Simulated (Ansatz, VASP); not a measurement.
# CeTiGe3 in two plane-wave programs, part 2 of 2

Wanted: the spread between two codes on one cell, functional and k mesh.

VASP 6.6.1 and Ansatz 0.2.0.

So far: Set-up; VASP: single point, PBEsol, DFT+U.

In doubt: a part-filled 4f shell, where there is one, can sit in one of many states, so energies may not be the lowest and differences between runs may mislead; derivatives with an open 4f shell can jump between states, which bears on forces and vibrations.

### 3. Ansatz: single point, PBEsol, DFT+U

Level of this step: Ansatz beside VASP: Kohn-Sham DFT, plane waves, PBEsol, DFT+U (Ansatz).

Ansatz runs on its default PAW (the set named soft_2) files.

The same cell, functional, mesh and smearing now go to Ansatz, which takes its cutoff from its data sets.

input.yaml reads:

```yaml
crystal:
  lattice:
    - [6.2496957815, 0.0, 0.0]
    - [-6.2496957816, 10.8247906254, 0.0]
    - [0.0, 0.0, 5.8854743101]
  atoms:
    - { symbol: Ce, position: [0.33333333, 0.333333335, 0.25], spin: 1.0 }
    - { symbol: Ce, position: [0.33333333, 0.833333335, 0.25], spin: -1.0 }
    - { symbol: Ce, position: [0.66666667, 0.166666665, 0.75], spin: 1.0 }
    - { symbol: Ce, position: [0.66666667, 0.666666665, 0.75], spin: -1.0 }
    - { symbol: Ti, position: [0.0, 0.0, 0.5] }
    - { symbol: Ti, position: [0.0, 0.5, 0.5] }
    - { symbol: Ti, position: [0.0, 0.0, 0.0] }
    - { symbol: Ti, position: [0.0, 0.5, 0.0] }
    - { symbol: Ge, position: [0.19789476, 0.19789476, 0.75] }
    - { symbol: Ge, position: [0.19789476, 0.69789476, 0.75] }
    - { symbol: Ge, position: [0.80210524, 0.30210524, 0.25] }
    - { symbol: Ge, position: [0.80210524, 0.80210524, 0.25] }
    - { symbol: Ge, position: [0.60421048, 0.40105262, 0.75] }
    - { symbol: Ge, position: [0.60421048, 0.90105262, 0.75] }
    - { symbol: Ge, position: [0.39578952, 0.09894738, 0.25] }
    - { symbol: Ge, position: [0.39578952, 0.59894738, 0.25] }
    - { symbol: Ge, position: [0.19789476, 0.40105262, 0.75] }
    - { symbol: Ge, position: [0.19789476, 0.90105262, 0.75] }
    - { symbol: Ge, position: [0.80210524, 0.09894738, 0.25] }
    - { symbol: Ge, position: [0.80210524, 0.59894738, 0.25] }
hamiltonian:
  xc: pbesol
  pseudopotentials: { kind: paw }
  hubbard: { sites: [{ species: Ce, l: f, u_eff: 6.0 }] }
magnetization:
  spin_polarized: true
kpoints:
  mp_grid: { grid: [6, 3, 6] }
scf:
  occupations: { method: fermi_dirac, width: 0.15 }
  n_extra_bands: 13
output:
  forces: true
  stress: true
  eigenvalues: true
```

Launch:

```console
> ansatz run input.yaml --threads 4 --pin off --max-ram 18432MiB --backend cpu --events-out ev --progress --plain --runs-dir out
```

Numbers of over 12 decimals in the logs are rounded to 6 here.

The log of the run:

```text
Ce: projections on atomic orbitals take those of the free atom [Kr 4d10] 4f1 5s2 5p6 5d1 6s2, of charge +0.00 (hamiltonian.pseudopotentials.projection_atoms); the dataset's partial waves leave at most 1.4e-5 of an orbital's norm unspanned inside its sphere
Ti: projections on atomic orbitals take those of the free atom [Ne] 3s2 3p6 3d2 4s2, of charge +0.00 (hamiltonian.pseudopotentials.projection_atoms); the dataset's partial waves leave at most 4.1e-7 of an orbital's norm unspanned inside its sphere
Ge: projections on atomic orbitals take those of the free atom [Ar] 3d10 4s2 4p2, of charge +0.00 (hamiltonian.pseudopotentials.projection_atoms); the dataset's partial waves leave at most 1.2e-6 of an orbital's norm unspanned inside its sphere
scf.n_extra_bands = 13 over 132 filled bands (N_el = 264.0): the run solves 145 bands
where this run starts from atoms, it searches before its SCF for the orbital order (which orbitals are occupied) of the open 4f shells (sites 0, 1, 2, 3, from 0), on 183 bands per spin channel (the SCF then stands on the 145 that scf.n_extra_bands gives, on which the order may not hold). It sets the moments itself, of the sign given in the input where it gives one; a given size can only select the number of f electrons. It starts other atoms from titanium to nickel that the input gives no moment with one, antiparallel to these shells' net moment: -2.00 μB on site 4, -2.00 μB on site 5, -2.00 μB on site 6, -2.00 μB on site 7. [rest of the remark cut]
Engine: ansatz 0.2.0, aarch64-unknown-linux-gnu
Pseudopotentials: kind: paw
Pseudopotential: Ce, paw, valence charge 12, recommended cutoff 420 eV (normal), Ce.paw.azcp
Pseudopotential: Ti, paw, valence charge 12, recommended cutoff 420 eV (normal), Ti.paw.azcp
Pseudopotential: Ge, paw, valence charge 14, recommended cutoff 420 eV (normal), Ge.paw.azcp
Functional definition: PBEsol
  exchange = pbesol_x
  correlation = pbesol_c
Crystal: 20 atoms, lattice volume = 398.162 Å³
Basis set: ecut = 420 eV, 7775 PW (Γ), exchange–correlation on 90×180×80 points (8 copies of the dense FFT grid, shifted against one another)
Bands: 183, of which v1, the nominal top of the filled ones, is band 132 counted from 1 (131 counted from 0)
Symmetry: 8 space group operations
Space group: Pmmn (ITA 59), of the structure as read, at distance tolerance 7.4e-5 Å
Magnetic group: BNS 59.414 (UNI 512), of the structure as read, at distance tolerance 7.4e-5 Å
k-points: 32 of 108
Non-local potential: Ce, projectors of the file, l = 0: 3, l = 1: 2, l = 2: 2, l = 3: 3
Non-local potential: Ti, projectors of the file, l = 0: 3, l = 1: 2, l = 2: 3, l = 3: 1
Non-local potential: Ge, projectors of the file, l = 0: 2, l = 1: 2, l = 2: 3, l = 3: 1
PAW form: soft (Blöchl's): semilocal exchange-correlation on the pseudo side does not see the compensation charge
PAW frozen core: Ce, regenerated for the run's functional, and the local potential with it (the file was generated under x = pbe(κ = 0.804, μ = 0.219515), c = pbe(β = 0.066725))
PAW frozen core: Ti, regenerated for the run's functional, and the local potential with it (the file was generated under x = pbe(κ = 0.804, μ = 0.219515), c = pbe(β = 0.066725))
PAW frozen core: Ge, regenerated for the run's functional, and the local potential with it (the file was generated under x = pbe(κ = 0.804, μ = 0.219515), c = pbe(β = 0.066725))
PAW one-centre angular grid: Ce, 590 points (default); XC on 64 Gauss nodes
PAW one-centre angular grid: Ti, 590 points (default); XC on 64 Gauss nodes
PAW one-centre angular grid: Ge, 590 points (default); XC on 64 Gauss nodes
Initial density: superposition of atomic densities (chi_scale 0.1, normalization cell, long waves kept (reshape's long-wave potential 0.00 eV rms))
Starting moments: Σ|m| = 8 μB on 4 of 20 sites
Starting magnetic order: antiferromagnet; a translation exchanges its spin sublattices: spin-degenerate at every k-point
Initial wavefunctions: pseudopotential atomic-orbital guess
Functional: x = pbesol(κ = 0.804, μ = 0.123457), c = pbesol(β = 0.046)
SCF iter   1: F=—  HF=-86890.417242 eV  |F-HF|=—  |Δ(HF+E_count)|=         —  Δρ=6.53e-2 (↑5.96e-2 ↓6.53e-2)  dr2=1.38e1  dr2_m=8.02e0  M=-1.796 μB ∫|m|=7.101 μB  β_m=0.30  ethr=3.10e-3  ⟨swp⟩=6.8  Hψ=50240  notcnv=0  defer=2
preconditioner: auto → Kerker (q_TF=auto, 2.548 Å⁻¹)  [metal: Δε(μ)=0.005 eV  Ē_g=18.168 eV  σ=0.150 eV  W_gap=0.01  n_scr=112 (ndim 8)  ℏωp=27.9 eV  f_vac=0.001  D(μ)=15.41/eV (n_scr^D=132)]
spin=Collinear: Kerker preconditioning applied to the charge; magnetization (m = ρ↑ − ρ↓) channel mixes plain (no charge-response kernel on spin).
SCF iter   2: F=—  HF=-86888.518930 eV  |F-HF|=—  |Δ(HF+E_count)|=    1.90e0  Δρ=4.79e-2 (↑4.44e-2 ↓4.79e-2)  dr2=7.61e0  dr2_m=4.62e0  M=-1.433 μB ∫|m|=6.678 μB  β_m=0.65  ethr=3.10e-3  ⟨swp⟩=2.2  Hψ=15910  notcnv=1
SCF iter   3: F=—  HF=-86887.502142 eV  |F-HF|=—  |Δ(HF+E_count)|=    1.02e0  Δρ=7.51e-3 (↑5.26e-3 ↓7.51e-3)  dr2=2.13e-1  dr2_m=1.05e-1  M=-0.324 μB ∫|m|=4.919 μB  β_m=0.66  ethr=2.88e-3  ⟨swp⟩=13.6  Hψ=58191  notcnv=0  defer=36
[...]
spin=Collinear: Kerker preconditioning applied to the charge; magnetization (m = ρ↑ − ρ↓) channel mixes plain (no charge-response kernel on spin).
SCF iter   2: F=—  HF=-86887.682570 eV  |F-HF|=—  |Δ(HF+E_count)|=   1.59e-1  Δρ=3.69e-3 (↑3.66e-3 ↓3.69e-3)  dr2=5.72e-1  dr2_m=1.40e-3  M=-0.001 μB ∫|m|=4.354 μB  β_m=0.30  ethr=3.79e-7  ⟨swp⟩=8.3  Hψ=46084  notcnv=1
[...]
Mixer restart at iter 6: flushing history
SCF iter   7: F=—  HF=-86887.625511 eV  |F-HF|=—  |Δ(HF+E_count)|=   8.15e-6  Δρ=2.24e-5 (↑2.24e-5 ↓2.23e-5)  dr2=1.07e-5  dr2_m=1.14e-8  M=-0.000 μB ∫|m|=4.343 μB  β_m=0.67  ethr=1.07e-8  ⟨swp⟩=2.4  Hψ=21988  notcnv=0
SCF iter   8: F=—  HF=-86887.625506 eV  |F-HF|=—  |Δ(HF+E_count)|=   5.84e-6  Δρ=1.24e-5 (↑1.21e-5 ↓1.24e-5)  dr2=6.58e-6  dr2_m=5.36e-9  M=-0.000 μB ∫|m|=4.343 μB  β_m=0.83  ethr=4.04e-9  ⟨swp⟩=3.0  Hψ=25801  notcnv=0
SCF iter   9: F=—  HF=-86887.625505 eV  |F-HF|=—  |Δ(HF+E_count)|=         —  Δρ=1.38e-5 (↑1.38e-5 ↓1.35e-5)  dr2=4.99e-6  dr2_m=1.26e-9  M=-0.000 μB ∫|m|=4.343 μB  β_m=0.83  ethr=2.49e-9  ⟨swp⟩=2.5  Hψ=15780  notcnv=0
Mixer restart at iter 9: flushing history
SCF iter  10: F=—  HF=-86887.625505 eV  |F-HF|=—  |Δ(HF+E_count)|=         —  Δρ=1.86e-5 (↑1.85e-5 ↓1.86e-5)  dr2=1.07e-5  dr2_m=7.33e-10  M=0.000 μB ∫|m|=4.343 μB  β_m=0.83  ethr=1.89e-9  ⟨swp⟩=2.9  Hψ=22975  notcnv=0
Mixer restart at iter 10: flushing history
SCF iter  11: F=—  HF=-86887.625507 eV  |F-HF|=—  |Δ(HF+E_count)|=   1.23e-6  Δρ=2.68e-5 (↑2.68e-5 ↓2.68e-5)  dr2=2.06e-5  dr2_m=8.68e-10  M=0.000 μB ∫|m|=4.343 μB  β_m=0.59  ethr=1.89e-9  ⟨swp⟩=3.1  Hψ=23570  notcnv=0
SCF iter  12: F=—  HF=-86887.625504 eV  |F-HF|=—  |Δ(HF+E_count)|=   2.24e-6  Δρ=5.07e-6 (↑5.07e-6 ↓5.00e-6)  dr2=6.60e-7  dr2_m=4.99e-10  M=0.000 μB ∫|m|=4.343 μB  β_m=0.79  ethr=1.89e-9  ⟨swp⟩=2.8  Hψ=23029  notcnv=0
SCF iter  13: F=-86887.625504 eV  HF=-86887.625504 eV  |F-HF|=3.68e-8  |Δ(HF+E_count)|=   4.15e-8  Δρ=1.35e-6 (↑1.35e-6 ↓1.26e-6)  dr2=2.70e-8  dr2_m=4.38e-10  M=0.000 μB ∫|m|=4.343 μB  ethr=3.79e-11  ⟨swp⟩=7.5  Hψ=68717  notcnv=0
SCF 1 converged in 13 iterations: F = -86887.625504 eV  dr2 = 2.70e-8
  greatest PAW one-centre occupation: 0.999 electrons in one spin orbital (limit 2), on the Ti atom at site 7 (counted from 0), in its partial waves of l = 0
SCF converged after 21 iterations (8 of them in the search for the orbital order of the open f shells)
Magnetization: 0.0000 μB (132.0000 up, 132.0000 down)
Absolute magnetization: 4.2759 μB (∫|ρ↑−ρ↓|, with the PAW one-centre terms)
Spin contamination: 2.0030 ħ² per cell (⟨S²⟩ above its minimum at these occupations)
Per-site moments (μB) at R_I (Å): [(0.989396, 1.296520), (-0.989396, 1.296520), (0.989396, 1.296520), (-0.989396, 1.296520), (1.2754844015280207e-9, 1.072009), (1.2754841456542264e-9, 1.072009), (1.2754843751771632e-9, 1.072009), (1.2754840851560717e-9, 1.072009), (-0.00302389, 1.047482), (0.00303393, 1.047482), (-0.00302389, 1.047482), (0.00303393, 1.047482), (-0.00180499, 1.047482), (0.0018004, 1.047482), (-0.00180499, 1.047482), (0.0018004, 1.047482), (-0.00180499, 1.047482), (0.0018004, 1.047482), (-0.00180499, 1.047482), (0.0018004, 1.047482)]
Free energy (F): -86887.625504 eV
Harris-Foulkes:  -86887.625504 eV  (|F-HF|=3.68e-8)
Internal energy: -86887.152991 eV  (E = F + TS)
E sigma→0 (E₀):  -86887.389248 eV
Entropy (-TS):   -0.472513 eV (-23.626 meV/atom)
Fermi energy:    12.893429 eV
--- Per-component energies (eV) ---
  E_band       = -1798.195703
  E_kinetic    = 3916.104926
  E_local      = -32173.931667  (includes V_loc(G=0)·N_el)
  E_nonlocal   = 4930.326704
  E_hartree    = 14052.660830
  E_xc         = -2181.655977
  E_vxc        = -2262.342556  (∫ρ·V_xc dr)
  E_hubbard    = 1.175743  (on-site DFT+U / exact-exchange correction)
  E_vhub       = -10.590337  (the Hubbard potential's part of the band-sum identity)
  E_paw        = -49397.982677  (= ΣΔE_a)
  E_vpaw       = -4303.097689  (= ΣTr[D̂ρ^β])
  E_aug_tail   = 0.004413  (compensation charges beyond the density's cutoff)
  E_ewald      = -26046.333240
  E_core_change = 12.477954  (= ΣΔE_core)
  E_smearing   = -0.472513  (= −TS)
  E_closure    = 0.000000  (closes the sum)
  Σ components = -86887.625504   (vs F -86887.625504, Δ=0.00e0)
--- Forces (eV/Å), atoms counted from 1 ---
  atom   1  Ce     0.00000000    -0.00001048     0.00000000
  atom   2  Ce     0.00000000    -0.00009034     0.00000000
  atom   3  Ce    -0.00000000     0.00001048     0.00000000
  atom   4  Ce    -0.00000000     0.00009034     0.00000000
  atom   5  Ti     0.00558399     0.00000679    -0.00001631
  atom   6  Ti    -0.00558399    -0.00000679     0.00001631
  atom   7  Ti    -0.00558399     0.00000679     0.00001631
  atom   8  Ti     0.00558399    -0.00000679    -0.00001631
  atom   9  Ge     0.00000000    -0.20102230     0.00000000
  atom  10  Ge     0.00000000    -0.20110244     0.00000000
  atom  11  Ge    -0.00000000     0.20102230     0.00000000
  atom  12  Ge    -0.00000000     0.20110244     0.00000000
  atom  13  Ge     0.17472802     0.10097730     0.00144934
  atom  14  Ge     0.17471047     0.10105159    -0.00138982
  atom  15  Ge    -0.17472802    -0.10097730    -0.00144934
  atom  16  Ge    -0.17471047    -0.10105159     0.00138982
  atom  17  Ge    -0.17472802     0.10097730    -0.00144934
  atom  18  Ge    -0.17471047     0.10105159     0.00138982
  atom  19  Ge     0.17472802    -0.10097730     0.00144934
  atom  20  Ge     0.17471047    -0.10105159    -0.00138982
  max |Σ_I F_I| component: 5.55e-17 eV/Å
--- Stress (GPa, compression-positive) ---
       -0.452091       0.000000       0.000206
        0.000000      -0.459061       0.000000
        0.000229       0.000000      -1.842742
  P = ⅓ Tr σ = -0.9180 GPa (-9.180 kbar)
--- Band table (eV; the first three rows and the last of 80) ---
  k-point 0 ↑: bands = [... 128 lower, 11.7775, 12.0943, 12.3566, 13.0398, 13.1945, 13.1947, 13.3317, 14.3429, ... 9 higher]
  k-point 1 ↑: bands = [... 128 lower, 11.9420, 11.9771, 11.9933, 12.7811, 13.1908, 13.3190, 13.3192, 14.0091, ... 9 higher]
  k-point 2 ↑: bands = [... 128 lower, 12.3523, 12.3526, 12.4611, 12.9597, 13.1031, 13.3270, 13.6467, 13.6475, ... 9 higher]
  k-point 39 ↓: bands = [... 128 lower, 12.0143, 12.0317, 12.6333, 12.6383, 12.6404, 12.6551, 13.4012, 13.4078, ... 9 higher]
Occupation matrices written to <dir>
```

The job ended after 12 min (4 threads of Arm Neoverse V1, shared host; peak memory 4.6 GiB; 48 min of CPU time).

The run ends at a pressure of -0.92 GPa, with forces up to 0.20 eV/Å.

### 4. Differences

Known differences besides the PAW data sets themselves: U acts on the PAW sphere in VASP and on atomic orbitals in Ansatz, so only states and trends compare; the cutoff is 420 eV in Ansatz and 380 eV in VASP (PREC = Normal, projectors in real space); Ansatz makes its cores anew for this functional, VASP keeps those of its PBE data sets; site moments are counted in spheres of each program's own size. Total energies have different zeros and are not compared.

Both answers:

```
          quantity  Ansatz   VASP  difference
    pressure (GPa)   -0.92  -4.26       +3.34
moment on Ce1 (μB)    0.99   0.57       +0.42
moment on Ce2 (μB)   -0.99  -0.57       -0.42
moment on Ce3 (μB)    0.99   0.57       +0.42
moment on Ce4 (μB)   -0.99  -0.57       -0.42
```

Forces on 10 of the 20 atoms, picked by the larger force of the two programs (eV/Å; atoms numbered as in POSCAR):

```
atom          Ansatz x, y, z           VASP x, y, z
Ge10    0.000, -0.201, 0.000   0.000, -0.148, 0.000
Ge12     0.000, 0.201, 0.000    0.000, 0.148, 0.000
Ge13     0.175, 0.101, 0.001    0.130, 0.073, 0.000
Ge14    0.175, 0.101, -0.001    0.130, 0.073, 0.000
Ge15  -0.175, -0.101, -0.001  -0.130, -0.073, 0.000
Ge16   -0.175, -0.101, 0.001  -0.130, -0.073, 0.000
Ge17   -0.175, 0.101, -0.001   -0.130, 0.073, 0.000
Ge18    -0.175, 0.101, 0.001   -0.130, 0.073, 0.000
Ge19    0.175, -0.101, 0.001   0.130, -0.073, 0.000
Ge20   0.175, -0.101, -0.001   0.130, -0.073, 0.000
```

The forces differ by 24 meV/Å r.m.s., which is 35.5 % of the r.m.s. force of 0.07 eV/Å (both taken over all components). By their total or site moments the two runs ended in different magnetic states; the other differences may follow from that, so they don't measure the programs' precision.

### 5. Looking for the cause

The difference is large enough to ask for its cause, so further runs change the set-up of one program at a time, as the table lists.

```
                                                                                             run  difference in moment on Ce1 (μB)
                                                                                        as above                              0.42
a start from the moments at which VASP ended, with Ansatz's search for lower states switched off                              0.42
                                  cores kept as stored, as VASP does, whose cores stay as stored                              0.42
```

### 6. Results

```yaml
difference_in_moment_on_ce1_single_point_pbesol_dft_u: 0.42 μB
```

In words: The difference in moment on Ce1 is 0.42 μB (single point, PBEsol, DFT+U). The runs ended with unlike moments, so this pair says little about numerical agreement. For single point, PBEsol, DFT+U: no further run halves the difference in moment on Ce1; only Ansatz's side was varied. In Ansatz the state reached from VASP's moments (total 0.00 μB) lies 3 meV/atom above the first one. How closely two codes agree says nothing of how well the functional describes the real material.

[Lines on the potential files, build, host, timing and source positions are cut from VASP's logs without a mark.]

[Logs are printed without paths, hosts, clocks, repeated set-up lines and the standing remarks that a program may print on its own settings, such as how far it seeks lower states.]

[Hosts, paths, dates, database ids (printed as entryN), source tags and the programs' standing remarks are cut or masked in the printed files.]
